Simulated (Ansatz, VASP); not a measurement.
**Zr23Si7O60 (glassy 77ZrO2-23SiO2 (mol %)) in two plane-wave programs**

Aim: how closely do two programs agree when they are given the same cell, functional and k mesh? Of the first pair: The cell is taken from a series of runs on this material, whose earlier steps may have relaxed, scaled, displaced or heated it; both programs get it as it stands.

Calculated with Ansatz 0.2.0; plane waves, with VASP 6.6.1 beside it; single point at PBE.

## (1) Set-up

The cell holds 90 atoms: 23 Zr, 7 Si and 60 O. Its edges and angles: a = 10.551 Å, b = 10.551 Å, c = 10.551 Å, α = 90.0°, β = 90.0°, γ = 90.0°. As first built, before any earlier steps moved the atoms (in the runner's words): 90 atoms (23 Zr, 7 Si, 60 O) placed at random at 4.39 g/cm^3, melted at 4000 K for 10 ps at fixed volume with the Morse and Coulomb pair potential with partial charges (Pedone, Malavasi, Menziani, Cormack and Segre, J. Phys. Chem. B 110, 11780 (2006)). Quenched from 1800 K to 300 K at 50 K/ps and fixed volume, held 10 ps at zero pressure, then minimised at fixed cell.

## (2) VASP: single point, PBE, pair 1

With cell and atoms fixed, the geometry can't cause a difference; cores, projectors, grids and the points listed under the comparison can.

Lines of VASP's logs that name or quote its potential files are left out, and so is its time.

Contents of INCAR:

```
SYSTEM = Zr23Si7O60
PREC = Accurate
ENCUT = 520
EDIFF = 1E-06
NELM = 120
ISMEAR = -1
SIGMA = 0.05
LREAL = Auto
ALGO = Normal
GGA = PE
NBANDS = 400
LASPH = .TRUE.
LORBIT = 11
LWAVE = .FALSE.
LCHARG = .FALSE.
ISIF = 2
GGA_COMPAT = .FALSE.
EFERMI = MIDGAP
NCORE = 2
```

Contents of POSCAR:

```
Zr23Si7O60
1.0
   10.5509100000      0.0000000000      0.0000000000
    0.0000000000     10.5509100000      0.0000000000
    0.0000000000      0.0000000000     10.5509100000
Zr Si O
23 7 60
Direct
    0.1311800000      0.6635400000      0.1839400000
    0.9755600000      0.1960300000      0.3189900000
    0.2331500000      0.5175000000      0.5004700000
    0.4263600000      0.6594700000      0.2760000000
    0.0842800000      0.9939300000      0.1131900000
    0.6288200000      0.6012000000      0.5169700000
    0.3852200000      0.6120700000      0.7502400000
    0.9431400000      0.3549600000      0.6223100000
    0.9201600000      0.7052400000      0.6183500000
    0.9260000000      0.7511300000      0.9693300000
    0.6559300000      0.8248500000      0.7471000000
    0.3570100000      0.4146600000      0.0548600000
    0.3898500000      0.8427600000      0.9917300000
    0.4313700000      0.9320100000      0.5076400000
    0.7898800000      0.0445900000      0.5433900000
    0.1740800000      0.8417400000      0.7138800000
    0.8049700000      0.6062900000      0.2790100000
    0.4666800000      0.0996100000      0.7503500000
    0.0591800000      0.3881500000      0.0406700000
    0.6045000000      0.6116200000      0.9912400000
    0.9709400000      0.1481500000      0.8416900000
    0.7715000000      0.3479800000      0.0378400000
    0.6402300000      0.8609300000      0.2496800000
    0.4123900000      0.2305800000      0.4400400000
    0.2293300000      0.3304000000      0.7763900000
    0.0939800000      0.9194600000      0.4297200000
    0.6364100000      0.3996600000      0.7453200000
    0.6835300000      0.3106300000      0.3519800000
    0.3112800000      0.1188100000      0.1945700000
    0.8029700000      0.0419200000      0.0679400000
    0.7387600000      0.6534700000      0.6799900000
    0.9790800000      0.0320400000      0.4412500000
    0.0299900000      0.3172600000      0.4556900000
    0.7962400000      0.1607200000      0.9737100000
    0.6205700000      0.0061000000      0.6650800000
    0.8753900000      0.1686700000      0.6714000000
    0.3131700000      0.7056000000      0.1177400000
    0.5145700000      0.7289200000      0.8482100000
    0.4426500000      0.5616600000      0.4502000000
    0.9285400000      0.3252000000      0.1706600000
    0.4278800000      0.1317000000      0.5539800000
    0.2915600000      0.9906300000      0.1045600000
    0.6214900000      0.6760800000      0.3223600000
    0.3913300000      0.1292600000      0.3200500000
    0.0094300000      0.7397800000      0.7896200000
    0.0073700000      0.5804000000      0.0326400000
    0.2634700000      0.6849300000      0.6162100000
    0.8151400000      0.7779800000      0.1756200000
    0.0230200000      0.5344800000      0.5990800000
    0.5381600000      0.7745300000      0.5854400000
    0.4372200000      0.5148100000      0.9133900000
    0.0907300000      0.2836000000      0.7344600000
    0.6714100000      0.4425900000      0.8924800000
    0.9011500000      0.9550200000      0.9818600000
    0.2114000000      0.3925900000      0.9182300000
    0.8260100000      0.8837000000      0.6548100000
    0.4980400000      0.9796400000      0.9012500000
    0.5424500000      0.7677700000      0.1017000000
    0.3077200000      0.3358600000      0.4472500000
    0.7238200000      0.4559500000      0.3882400000
    0.3221300000      0.2196900000      0.7953200000
    0.7577400000      0.4004400000      0.6546000000
    0.9923700000      0.5848200000      0.2911300000
    0.0745100000      0.1704400000      0.0079500000
    0.3516600000      0.2336700000      0.1107900000
    0.0888000000      0.8112900000      0.0546700000
    0.1552100000      0.1320800000      0.2432200000
    0.1994300000      0.4660600000      0.1540400000
    0.6706000000      0.9652700000      0.4108100000
    0.4899100000      0.5164600000      0.1514700000
    0.2408200000      0.6409100000      0.3466100000
    0.0887400000      0.8741900000      0.2853500000
    0.2761100000      0.4478700000      0.6894300000
    0.7913800000      0.2118500000      0.4111700000
    0.6781900000      0.0032800000      0.1267900000
    0.7427900000      0.7421800000      0.9136800000
    0.9079500000      0.0663500000      0.1828700000
    0.7502800000      0.5335400000      0.1048800000
    0.5774800000      0.2637400000      0.7597100000
    0.6783400000      0.2928100000      0.2022200000
    0.0582400000      0.8253300000      0.5446700000
    0.8124000000      0.6876400000      0.4575500000
    0.5520400000      0.2867000000      0.4173800000
    0.4519200000      0.8509600000      0.3294000000
    0.2771700000      0.7505400000      0.8562200000
    0.9230100000      0.3489800000      0.9040300000
    0.2352300000      0.9548200000      0.4653700000
    0.5410700000      0.5029500000      0.6778100000
    0.3517700000      0.9384000000      0.6919800000
    0.0892900000      0.0015900000      0.7893800000
```

Contents of KPOINTS:

```
Automatic mesh
0
Gamma
1 1 1
0 0 0
```

Potentials, in the order of the species: Zr_sv, Si and O (PBE family, release 64).

Command:

```console
$ mpirun -np 8 vasp_gam
```

Numbers of over 12 decimals in the logs are rounded to 6 here.

Log:

```text
[banner, memory and clock lines left out]
running    8 mpi-ranks, on    1 nodes
[...]
LDA part: xc-table for (Slater+PW92), standard interpolation
 POSCAR, INCAR and KPOINTS ok, starting setup
[...]
entering main loop
       N       E                     dE             d eps       ncg     rms          rms(c)
DAV:   1     0.867684725070E+04    0.86768E+04   -0.41606E+05   800   0.174E+03
DAV:   2    -0.954453769246E+02   -0.87723E+04   -0.84476E+04   952   0.506E+02
DAV:   3    -0.922385269777E+03   -0.82694E+03   -0.82246E+03   976   0.156E+02
DAV:   4    -0.975092650667E+03   -0.52707E+02   -0.52640E+02  1416   0.324E+01
[...]
DAV:  16    -0.810946523532E+03   -0.12920E-04   -0.31538E-05   984   0.103E-02    0.109E-02
DAV:  17    -0.810946527690E+03   -0.41588E-05   -0.11480E-05   832   0.705E-03    0.491E-03
DAV:  18    -0.810946528488E+03   -0.79731E-06   -0.33579E-06   696   0.431E-03
   1 F= -.81094653E+03 E0= -.81094653E+03  d E =-.117996E-12
```

Parts of OUTCAR (step 2):

```text
  FREE ENERGIE OF THE ION-ELECTRON SYSTEM (eV)
  ---------------------------------------------------
  free  energy   TOTEN  =      -810.9465284877 eV

  energy  without entropy=     -810.9465284877  energy(sigma->0) =     -810.94652849

[... 1 further part left out ...]
```

The run ends at a pressure of 2.23 GPa, with forces up to 3.7 eV/Å.

## (3) Ansatz: single point, PBE, pair 1

Ansatz runs on its default PAW (the set named soft_2) files.

The same cell, functional, mesh and smearing now go to Ansatz, which takes its cutoff from its data sets.

Contents of input.yaml:

```yaml
crystal:
  lattice:
    - [10.55091, 0.0, 0.0]
    - [0.0, 10.55091, 0.0]
    - [0.0, 0.0, 10.55091]
  atoms:
    - { symbol: Zr, position: [0.13118, 0.66354, 0.18394] }
    - { symbol: Zr, position: [0.97556, 0.19603, 0.31899] }
    - { symbol: Zr, position: [0.23315, 0.5175, 0.50047] }
    - { symbol: Zr, position: [0.42636, 0.65947, 0.276] }
    - { symbol: Zr, position: [0.08428, 0.99393, 0.11319] }
    - { symbol: Zr, position: [0.62882, 0.6012, 0.51697] }
    - { symbol: Zr, position: [0.38522, 0.61207, 0.75024] }
    - { symbol: Zr, position: [0.94314, 0.35496, 0.62231] }
    - { symbol: Zr, position: [0.92016, 0.70524, 0.61835] }
    - { symbol: Zr, position: [0.926, 0.75113, 0.96933] }
    - { symbol: Zr, position: [0.65593, 0.82485, 0.7471] }
    - { symbol: Zr, position: [0.35701, 0.41466, 0.05486] }
    - { symbol: Zr, position: [0.38985, 0.84276, 0.99173] }
    - { symbol: Zr, position: [0.43137, 0.93201, 0.50764] }
    - { symbol: Zr, position: [0.78988, 0.04459, 0.54339] }
    - { symbol: Zr, position: [0.17408, 0.84174, 0.71388] }
    - { symbol: Zr, position: [0.80497, 0.60629, 0.27901] }
    - { symbol: Zr, position: [0.46668, 0.09961, 0.75035] }
    - { symbol: Zr, position: [0.05918, 0.38815, 0.04067] }
    - { symbol: Zr, position: [0.6045, 0.61162, 0.99124] }
    - { symbol: Zr, position: [0.97094, 0.14815, 0.84169] }
    - { symbol: Zr, position: [0.7715, 0.34798, 0.03784] }
    - { symbol: Zr, position: [0.64023, 0.86093, 0.24968] }
    - { symbol: Si, position: [0.41239, 0.23058, 0.44004] }
    - { symbol: Si, position: [0.22933, 0.3304, 0.77639] }
    - { symbol: Si, position: [0.09398, 0.91946, 0.42972] }
    - { symbol: Si, position: [0.63641, 0.39966, 0.74532] }
    - { symbol: Si, position: [0.68353, 0.31063, 0.35198] }
    - { symbol: Si, position: [0.31128, 0.11881, 0.19457] }
    - { symbol: Si, position: [0.80297, 0.04192, 0.06794] }
    - { symbol: O, position: [0.73876, 0.65347, 0.67999] }
    - { symbol: O, position: [0.97908, 0.03204, 0.44125] }
    - { symbol: O, position: [0.02999, 0.31726, 0.45569] }
    - { symbol: O, position: [0.79624, 0.16072, 0.97371] }
    - { symbol: O, position: [0.62057, 0.0061, 0.66508] }
    - { symbol: O, position: [0.87539, 0.16867, 0.6714] }
    - { symbol: O, position: [0.31317, 0.7056, 0.11774] }
    - { symbol: O, position: [0.51457, 0.72892, 0.84821] }
    - { symbol: O, position: [0.44265, 0.56166, 0.4502] }
    - { symbol: O, position: [0.92854, 0.3252, 0.17066] }
    - { symbol: O, position: [0.42788, 0.1317, 0.55398] }
    - { symbol: O, position: [0.29156, 0.99063, 0.10456] }
    - { symbol: O, position: [0.62149, 0.67608, 0.32236] }
    - { symbol: O, position: [0.39133, 0.12926, 0.32005] }
    - { symbol: O, position: [0.00943, 0.73978, 0.78962] }
    - { symbol: O, position: [0.00737, 0.5804, 0.03264] }
    - { symbol: O, position: [0.26347, 0.68493, 0.61621] }
    - { symbol: O, position: [0.81514, 0.77798, 0.17562] }
    - { symbol: O, position: [0.02302, 0.53448, 0.59908] }
    - { symbol: O, position: [0.53816, 0.77453, 0.58544] }
    - { symbol: O, position: [0.43722, 0.51481, 0.91339] }
    - { symbol: O, position: [0.09073, 0.2836, 0.73446] }
    - { symbol: O, position: [0.67141, 0.44259, 0.89248] }
    - { symbol: O, position: [0.90115, 0.95502, 0.98186] }
    - { symbol: O, position: [0.2114, 0.39259, 0.91823] }
    - { symbol: O, position: [0.82601, 0.8837, 0.65481] }
    - { symbol: O, position: [0.49804, 0.97964, 0.90125] }
    - { symbol: O, position: [0.54245, 0.76777, 0.1017] }
    - { symbol: O, position: [0.30772, 0.33586, 0.44725] }
    - { symbol: O, position: [0.72382, 0.45595, 0.38824] }
    - { symbol: O, position: [0.32213, 0.21969, 0.79532] }
    - { symbol: O, position: [0.75774, 0.40044, 0.6546] }
    - { symbol: O, position: [0.99237, 0.58482, 0.29113] }
    - { symbol: O, position: [0.07451, 0.17044, 0.00795] }
    - { symbol: O, position: [0.35166, 0.23367, 0.11079] }
    - { symbol: O, position: [0.0888, 0.81129, 0.05467] }
    - { symbol: O, position: [0.15521, 0.13208, 0.24322] }
    - { symbol: O, position: [0.19943, 0.46606, 0.15404] }
    - { symbol: O, position: [0.6706, 0.96527, 0.41081] }
    - { symbol: O, position: [0.48991, 0.51646, 0.15147] }
    - { symbol: O, position: [0.24082, 0.64091, 0.34661] }
    - { symbol: O, position: [0.08874, 0.87419, 0.28535] }
    - { symbol: O, position: [0.27611, 0.44787, 0.68943] }
    - { symbol: O, position: [0.79138, 0.21185, 0.41117] }
    - { symbol: O, position: [0.67819, 0.00328, 0.12679] }
    - { symbol: O, position: [0.74279, 0.74218, 0.91368] }
    - { symbol: O, position: [0.90795, 0.06635, 0.18287] }
    - { symbol: O, position: [0.75028, 0.53354, 0.10488] }
    - { symbol: O, position: [0.57748, 0.26374, 0.75971] }
    - { symbol: O, position: [0.67834, 0.29281, 0.20222] }
    - { symbol: O, position: [0.05824, 0.82533, 0.54467] }
    - { symbol: O, position: [0.8124, 0.68764, 0.45755] }
    - { symbol: O, position: [0.55204, 0.2867, 0.41738] }
    - { symbol: O, position: [0.45192, 0.85096, 0.3294] }
    - { symbol: O, position: [0.27717, 0.75054, 0.85622] }
    - { symbol: O, position: [0.92301, 0.34898, 0.90403] }
    - { symbol: O, position: [0.23523, 0.95482, 0.46537] }
    - { symbol: O, position: [0.54107, 0.50295, 0.67781] }
    - { symbol: O, position: [0.35177, 0.9384, 0.69198] }
    - { symbol: O, position: [0.08929, 0.00159, 0.78938] }
kpoints:
  mp_grid: { grid: [1, 1, 1] }
hamiltonian:
  xc: pbe
scf:
  occupations: { method: fermi_dirac, width: 0.05 }
output:
  forces: true
```

Command:

```console
$ ansatz run input.yaml --threads 4 --pin off --max-ram 8192MiB --backend cpu --events-out ev --progress --plain --runs-dir out
```

Log:

```text
Engine: ansatz 0.2.0, x86_64-unknown-linux-gnu
Pseudopotentials: kind: paw
Pseudopotential: Zr, paw, valence charge 12, recommended cutoff 420 eV (normal), Zr.paw.azcp
Pseudopotential: Si, paw, valence charge 4, recommended cutoff 420 eV (normal), Si.paw.azcp
Pseudopotential: O, paw, valence charge 6, recommended cutoff 420 eV (normal), O.paw.azcp
Functional definition: PBE
  parameter kappa = 0.804
  parameter beta = 0.066725
  exchange = pbe_x(kappa = kappa, mu = beta*pi^2/3)
  correlation = pbe_c(beta = beta)
Crystal: 90 atoms, lattice volume = 1174.545 Å³
Basis set: ecut = 420 eV, 22983 PW (Γ), exchange–correlation on 144×144×144 points (8 copies of the dense FFT grid, shifted against one another)
Bands: 422, of which v1, the nominal top of the filled ones, is band 332 counted from 1 (331 counted from 0)
Symmetry: 1 space group operations
Space group: P1 (ITA 1), of the structure as read, at distance tolerance 1.1e-4 Å
k-points: 1
Non-local potential: Zr, projectors of the file, l = 0: 3, l = 1: 2, l = 2: 2, l = 3: 2
Non-local potential: Si, projectors of the file, l = 0: 2, l = 1: 2, l = 2: 2
Non-local potential: O, projectors of the file, l = 0: 2, l = 1: 2, l = 2: 1
PAW form: soft (Blöchl's): semilocal exchange-correlation on the pseudo side does not see the compensation charge
PAW one-centre angular grid: Zr, 590 points (default); XC on 64 Gauss nodes
PAW one-centre angular grid: Si, 110 points (default); XC on 64 Gauss nodes
PAW one-centre angular grid: O, 110 points (default); XC on 64 Gauss nodes
Initial density: superposition of atomic densities (neutral atoms: chi_scale 0, normalization atom), corrected by the library's trained network
Initial wavefunctions: pseudopotential atomic-orbital guess
Functional: x = pbe(κ = 0.804, μ = 0.219515), c = pbe(β = 0.066725)
SCF iter   1: F=—  HF=-134854.401152 eV  |F-HF|=—  |Δ(HF+E_count)|=         —  Δρ=4.03e-3  dr2=1.67e-1  ethr=1.77e-3  ⟨swp⟩=6.0  Hψ=1664  notcnv=0  defer=34
preconditioner: auto → Resta (q_TF=auto, 2.481 Å⁻¹)  ε∞=3.9  [insulator: Δε(μ)=3.215 eV  Ē_g=15.896 eV  σ=0.050 eV  W_gap=1.00  n_scr=304 (ndim 8)  ℏωp=26.9 eV  f_vac=0.086  D(μ)=0.00/eV (n_scr^D=0)  ε∞_Penn≈3.9]
SCF iter   2: F=—  HF=-134854.379010 eV  |F-HF|=—  |Δ(HF+E_count)|=   2.21e-2  Δρ=2.13e-3  dr2=3.20e-2  ethr=2.52e-5  ⟨swp⟩=2.0  Hψ=817  notcnv=0  defer=35
SCF iter   3: F=—  HF=-134854.379956 eV  |F-HF|=—  |Δ(HF+E_count)|=   9.46e-4  Δρ=9.75e-4  dr2=9.53e-3  ethr=4.82e-6  ⟨swp⟩=2.0  Hψ=532  notcnv=0
automatic band count: iteration 3 solves 385 bands in place of 422: the levels show a gap, and the empty bands left out lie too high to hold charge; the band table lists the bands solved (type scf.n_extra_bands for more)
SCF iter   4: F=—  HF=-134854.381307 eV  |F-HF|=—  |Δ(HF+E_count)|=   1.35e-3  Δρ=2.81e-4  dr2=9.70e-4  ethr=1.43e-6  ⟨swp⟩=2.0  Hψ=532  notcnv=0
SCF iter   5: F=—  HF=-134854.381413 eV  |F-HF|=—  |Δ(HF+E_count)|=   1.06e-4  Δρ=1.46e-4  dr2=2.44e-4  ethr=1.46e-7  ⟨swp⟩=2.0  Hψ=577  notcnv=0
SCF iter   6: F=—  HF=-134854.381423 eV  |F-HF|=—  |Δ(HF+E_count)|=   1.01e-5  Δρ=5.25e-5  dr2=3.57e-5  ethr=3.67e-8  ⟨swp⟩=2.0  Hψ=550  notcnv=0
SCF iter   7: F=—  HF=-134854.383782 eV  |F-HF|=—  |Δ(HF+E_count)|=   2.36e-3  Δρ=3.09e-5  dr2=1.07e-5  ethr=5.37e-9  ⟨swp⟩=2.0  Hψ=710  notcnv=0  defer=44
SCF iter   8: F=—  HF=-134854.383785 eV  |F-HF|=—  |Δ(HF+E_count)|=   2.50e-6  Δρ=1.06e-5  dr2=1.42e-6  ethr=1.61e-9  ⟨swp⟩=2.0  Hψ=577  notcnv=0  defer=44
SCF iter   9: F=—  HF=-134854.383786 eV  |F-HF|=—  |Δ(HF+E_count)|=   1.52e-6  Δρ=5.10e-6  dr2=3.17e-7  ethr=2.14e-10  ⟨swp⟩=2.0  Hψ=555  notcnv=0  defer=44
SCF iter  10: F=-134854.383786 eV  HF=-134854.383786 eV  |F-HF|=5.09e-9  |Δ(HF+E_count)|=   1.63e-7  Δρ=2.39e-6  dr2=6.62e-8  ethr=1.51e-11  ⟨swp⟩=4.0  Hψ=1235  notcnv=0
SCF 1 converged in 10 iterations: F = -134854.383786 eV  dr2 = 6.62e-8
  greatest PAW one-centre occupation: 0.995 electrons in one spin orbital (limit 2), on the Zr atom at site 11 (counted from 0), in its partial waves of l = 0
SCF converged after 10 iterations
Free energy (F): -134854.383786 eV
Harris-Foulkes:  -134854.383786 eV  (|F-HF|=5.09e-9)
Internal energy: -134854.383786 eV  (E = F + TS)
E sigma→0 (E₀):  -134854.383786 eV
Fermi energy:    9.310342 eV
--- Per-component energies (eV) ---
  E_band       = -3754.447921
  E_kinetic    = 18580.603357
  E_local      = -45207.699884  (includes V_loc(G=0)·N_el)
  E_nonlocal   = 4792.019722
  E_hartree    = 16247.993625
  E_xc         = -8583.034786
  E_vxc        = -10432.713369  (∫ρ·V_xc dr)
  E_paw        = -81000.246597  (= ΣΔE_a)
  E_vpaw       = -3982.789517  (= ΣTr[D̂ρ^β])
  E_aug_tail   = 0.149843  (compensation charges beyond the density's cutoff)
  E_ewald      = -39684.169067
  E_smearing   = -0.000000  (= −TS)
  E_closure    = 0.000000  (closes the sum)
  Σ components = -134854.383786   (vs F -134854.383786, Δ=0.00e0)
--- Forces (eV/Å), atoms counted from 1 ---
  atom   1  Zr    -1.39423679    -0.11508478     0.62576710
  atom   2  Zr     0.45691459     1.06974746     0.48913549
  atom   3  Zr     0.47935892     0.15447197    -0.99205758
  atom   4  Zr     0.06668789    -0.37607449     0.05827683
  atom   5  Zr    -1.28387586    -0.06587708    -0.65640368
  atom   6  Zr     0.33893559     0.40467499     0.19019747
  atom   7  Zr     0.42194239     0.74080559     0.18306245
  atom   8  Zr     0.21578566     0.68370546    -1.40720238
  atom   9  Zr    -1.47599254    -0.86767715    -0.71091745
  atom  10  Zr    -0.06613620    -0.83895679    -0.25135218
  atom  11  Zr     0.29424403     0.14340145    -1.04330519
  atom  12  Zr     0.26241664     0.14825414     1.40064153
  atom  13  Zr     0.44511546     0.11429701    -0.71259927
  atom  14  Zr    -0.39326845     0.11101400    -0.22290935
  atom  15  Zr    -0.73631550    -1.61855086     0.32572369
  atom  16  Zr     0.49480612     2.07478988     0.74299243
  atom  17  Zr     2.91839660     0.49150572    -0.70555210
  atom  18  Zr     0.20422660     0.67118759     1.71674860
  atom  19  Zr    -0.84866057    -0.12542938     0.02040010
  atom  20  Zr    -0.06602510    -0.24552071     0.47800573
  atom  21  Zr     1.00814996    -1.69263042     1.27346823
  atom  22  Zr    -0.33964605    -0.20471255     0.89741400
  atom  23  Zr     1.79395244     1.15027247     0.54477821
  atom  24  Si     0.42578060    -0.22731202    -1.20046968
[...]
atom  83  O     -0.77347675     0.08938261     0.82104697
  atom  84  O     -0.29278290    -0.12304001     0.04973923
  atom  85  O      0.02936847     0.23477230     0.29851645
  atom  86  O      0.10188573     0.54523014     0.10995108
  atom  87  O      2.10529290     0.26606335     0.75089394
  atom  88  O     -0.49217814     0.53348912    -0.10920413
  atom  89  O      0.08083475    -0.16497951    -0.65781011
  atom  90  O     -0.10561231    -0.15587419    -0.11586501
  max |Σ_I F_I| component: 8.51e-5 eV/Å
```

In the SCF lines HF is the Harris–Foulkes energy and dr2 the Hartree energy of the density residual, in eV; the loop may stop once dr2 is under the threshold and the program's other checks hold. Hψ counts applications of the Hamiltonian.

[end of part 1 of 3]

[Lines on the potential files, build, host, timing and source positions are cut from VASP's logs without a mark.]

[Logs are printed without paths, hosts, clocks, repeated set-up lines and the standing remarks that a program may print on its own settings, such as how far it seeks lower states.]

[Hosts, paths, dates, database ids (printed as entryN), source tags and the programs' standing remarks are cut or masked in the printed files.]
